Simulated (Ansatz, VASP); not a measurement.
# Ru (Ruthenium): VASP beside Ansatz, part 2 of 2

Wanted: the spread between two codes on one cell, functional and k mesh. The cell is taken from a series of runs on this material, whose earlier steps may have relaxed, scaled, displaced or heated it; both programs get it as it stands.

VASP 6.6.1 and Ansatz 0.2.0.

So far: The starting structure; Ansatz: relaxation of cell and atoms, RPBE, pair 1; VASP: relaxation of cell and atoms, RPBE, pair 1; Side by side.

## (5) Ansatz: relaxation of cell and atoms, RPBE, pair 2

Level of this step: Ansatz beside VASP: Kohn-Sham DFT, plane waves, RPBE (Ansatz).

The relaxed volume is the usual yardstick between codes: in a stiff, nearly cubic crystal its relative difference is about their pressure difference at one cell divided by the bulk modulus.

The cell is taken from a series of runs on this material, whose earlier steps may have relaxed, scaled, displaced or heated it; both programs get it as it stands.

Input file input.yaml:

```yaml
crystal:
  lattice:
    - [2.7346529203, 0.0, 0.0]
    - [-1.3673264601, 2.3682788995, 0.0]
    - [0.0, 0.0, 4.3128759914]
  atoms:
    - { symbol: Ru, position: [0.3333333333, 0.6666666667, 0.25] }
    - { symbol: Ru, position: [0.6666666667, 0.3333333333, 0.75] }
kpoints:
  mp_grid: { grid: [21, 21, 12] }
hamiltonian:
  xc: rpbe
scf:
  occupations: { method: methfessel_paxton, width: 0.2 }
output:
  forces: true
  stress: true
  eigenvalues: true
relax:
  adjacent_minimum: "off"
  f_tol: 0.001
  max_steps: 60
  cell: { stress_tol: 0.01 }
```

Command:

```
> ansatz run input.yaml --threads 4 --pin off --max-ram 14336MiB --backend cpu --events-out ev --progress --plain --runs-dir out
```

Numbers of over 12 decimals in the logs are rounded to 6 here.

Output:

```text
[...]
Crystal: 2 atoms, lattice volume = 27.932 Å³
Basis set: ecut = 420 eV, 537 PW (Γ), exchange–correlation on 40×40×60 points (8 copies of the dense FFT grid, shifted against one another)
Bands: 20, of which v1, the nominal top of the filled ones, is band 16 counted from 1 (15 counted from 0)
Symmetry: 24 space group operations
[...]
k-points: 336 of 5292
[...]
k-point 335: bands = [... 12 lower, 20.1822, 20.1822, 21.6738, 21.6738, 23.9664, 23.9664, 30.9935, 30.9935, ... 4 higher]
--- Relaxed structure (3 steps of the walk, 3 accepted, 1 SCFs on fresh bases) ---
[...]
cell:  # Å, volume = 27.9283 Å³
    - [2.734653, -2.8867458813733576e-11, 0.0]
    - [-1.367326, 2.368279, 0.0]
    - [0.0, 0.0, 4.312302]
  atoms:
    - { symbol: Ru, position: [0.333333, 0.666667, 0.250000] }
    - { symbol: Ru, position: [0.666667, 0.333333, 0.75] }
[key lines of the parts left out:]
SCF converged after 5 iterations
Free energy (F): -11771.957313 eV
Fermi energy:    22.811707 eV
P = ⅓ Tr σ = -0.0004 GPa (-0.004 kbar)
```

## (6) VASP: relaxation of cell and atoms, RPBE, pair 2

The same cell, functional, mesh and smearing now go to VASP, with its own data sets.

Input file INCAR:

```
SYSTEM = Ru
PREC = Accurate
ENCUT = 500
EDIFF = 1E-07
NELM = 120
ISMEAR = 1
SIGMA = 0.2
LREAL = .FALSE.
ALGO = Normal
GGA = RP
NBANDS = 20
LASPH = .TRUE.
LORBIT = 11
LWAVE = .FALSE.
LCHARG = .FALSE.
ISIF = 3
IBRION = 2
NSW = 80
EDIFFG = -0.005
GGA_COMPAT = .FALSE.
NELMIN = 4
KPAR = 2
```

Input file POSCAR:

```
Ru
1.0
    2.7346530000      0.0000000000      0.0000000000
   -1.3673260000      2.3682790000      0.0000000000
    0.0000000000      0.0000000000      4.3128760000
Ru
2
Direct
    0.3333332818      0.6666668074      0.2500000000
    0.6666663525      0.3333331926      0.7500000000
```

Input file KPOINTS:

```
Automatic mesh
0
Gamma
21 21 12
0 0 0
```

The projector-augmented-wave data sets are Ru_pv (PBE family, release 64).

Command:

```
> mpirun -np 2 vasp_std
```

Output:

```text
[banner, memory and clock lines left out]
running    2 mpi-ranks, on    1 nodes
[...]
[... a notice as in an earlier step ...]

 LDA part: xc-table for (Slater+PW92), standard interpolation
 POSCAR, INCAR and KPOINTS ok, starting setup
[...]
entering main loop
       N       E                     dE             d eps       ncg     rms          rms(c)
DAV:   1     0.281930633306E+03    0.28193E+03   -0.17405E+04 13448   0.151E+03
DAV:   2    -0.126956173452E+02   -0.29463E+03   -0.28658E+03 13824   0.451E+02
DAV:   3    -0.183837002670E+02   -0.56881E+01   -0.56425E+01 15324   0.701E+01
DAV:   4    -0.184287474023E+02   -0.45047E-01   -0.45007E-01 17448   0.587E+00
[...]
DAV:  11    -0.171745368053E+02    0.33146E-05   -0.21029E-05 15360   0.446E-02    0.207E-03
DAV:  12    -0.171745366093E+02    0.19604E-06   -0.24798E-07 12924   0.515E-03    0.597E-04
DAV:  13    -0.171745366552E+02   -0.45962E-07   -0.81054E-09  9648   0.876E-04
   1 F= -.17174537E+02 E0= -.17173966E+02  d E =-.171745E+02
[...]
DAV:   4    -0.171745257226E+02   -0.90528E-05   -0.48961E-06 15124   0.203E-02    0.259E-03
DAV:   5    -0.171745259498E+02   -0.22723E-06   -0.52650E-07 15312   0.671E-03    0.120E-03
DAV:   6    -0.171745258089E+02    0.14093E-06   -0.77958E-08  8676   0.267E-03    0.336E-04
DAV:   7    -0.171745257172E+02    0.91743E-07   -0.40455E-09  8480   0.494E-04
   2 F= -.17174526E+02 E0= -.17173953E+02  d E =0.109380E-04
 trial-energy change:    0.000011  1 .order    0.000012   -0.000015    0.000039
 step:   0.3022(harm=  0.2726)  dis= 0.00000  next Energy=   -17.174539 (dE=-0.224E-05)
[...]
N       E                     dE             d eps       ncg     rms          rms(c)
DAV:   1    -0.171747643765E+02   -0.23857E-03   -0.47510E-03 13836   0.765E-01    0.118E-01
DAV:   2    -0.171745470069E+02    0.21737E-03   -0.63372E-04 13744   0.245E-01    0.203E-02
DAV:   3    -0.171745404818E+02    0.65251E-05   -0.32747E-05 14548   0.496E-02    0.110E-02
DAV:   4    -0.171745389247E+02    0.15571E-05   -0.23826E-06 14804   0.141E-02    0.180E-03
DAV:   5    -0.171745388926E+02    0.32162E-07   -0.23898E-07 14176   0.455E-03
   3 F= -.17174539E+02 E0= -.17173967E+02  d E =-.223735E-05
[...]
reached required accuracy - stopping structural energy minimisation
```

OUTCAR, selected parts (step 6):

```text
  Total        0.0001976      0.0001976     -0.0032243      0.0000000      0.0000000     -0.0000000
  in kB        0.0113355      0.0113355     -0.1850010      0.0000000      0.0000000     -0.0000000
  external PRESSURE =      -0.0541100 kB  Pullay stress =       0.0000000 kB

 POSITION                                       TOTAL-FORCE (eV/Angst)
 -----------------------------------------------------------------------------------
     -0.00000      1.57873      1.07807         0.000000     -0.000000      0.000000
      1.36722      0.78936      3.23421        -0.000000      0.000000      0.000000
 -----------------------------------------------------------------------------------
    total drift:                                0.000850     -0.000008     -0.000020

  FREE ENERGIE OF THE ION-ELECTRON SYSTEM (eV)
  ---------------------------------------------------
  free  energy   TOTEN  =       -17.1745388926 eV

  energy  without entropy=      -17.1728244037  energy(sigma->0) =      -17.17396740

[... 2 parts as in an earlier step ...]

[... 2 further parts left out ...]
[key lines of the parts left out:]
E-fermi :  12.4222
```

## (7) Side by side

What differs besides the data sets and the points named for the pairs above, as far as they apply: the data sets hold 32 valence electrons in Ansatz (on its default PAW (the set named soft_2) files) and 28 in VASP. Total energies have different zeros and are not compared.

The two programs side by side:

```
                                         quantity  Ansatz   VASP  difference
                                      volume (Å³)   27.93  27.92     +0.02 %
edge a after relaxation, in the typed setting (Å)   2.735  2.734     +0.01 %
edge c after relaxation, in the typed setting (Å)   4.312  4.312     +0.00 %
```

## (8) Summary of results

```json
{
  "difference in volume (relaxation of cell and atoms, RPBE, pair 1)": "0.019 %",
  "difference in volume (relaxation of cell and atoms, RPBE, pair 2)": "0.017 %"
}
```

In words: The difference in volume is 0.019 % (relaxation of cell and atoms, RPBE, pair 1), within the 1.2 % picked in this series as the mark of a large difference, as far as the stopping tolerances let one tell. The data sets hold unlike numbers of valence electrons (32 in Ansatz and 28 in VASP), so part of the differences may come from the potentials. 1 further pair of this series is not shown here. How closely two codes agree says nothing of how well the functional describes the real material.

[Lines on the potential files, build, host, timing and source positions are cut from VASP's logs without a mark.]

[Logs are printed without paths, hosts, clocks, repeated set-up lines and the standing remarks that a program may print on its own settings, such as how far it seeks lower states.]

[Hosts, paths, dates, database ids (printed as entryN), source tags and the programs' standing remarks are cut or masked in the printed files.]
